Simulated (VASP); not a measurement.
Given:

```
W
1.0
   -1.57862     1.57862     1.57862
    1.57862    -1.57862     1.57862
    1.57862     1.57862    -1.57862
W
1
Direct
  0.00000   0.00000   0.00000
```

All values below come from PBEsol GGA with spin-orbit coupling, VASP's PBE PAW potentials (set 64) (plane waves; VASP). Numerical set-up: 400 eV cut-off, 15×15×15 Γ-centred mesh, Gaussian smearing of 0.050 eV, potentials W_sv.

Q: Predict the energy per atom (σ→0), band gap (over mesh and band path) with the smallest direct gap where there is one.

A: 
```
Quantity                                                              Result
----------------------------------  ----------------------------------------
band gap (over mesh and band path)  none (metal, semimetal or under 0.01 eV)
energy per atom (σ→0)                                        -14.630 eV/atom
```

Total energies compare only between runs with the same potentials, cut-off and functional.

The structure comes from a measured W entry (Im-3m) of the Crystallography Open Database, whose conditions weren't checked. It was relaxed first.
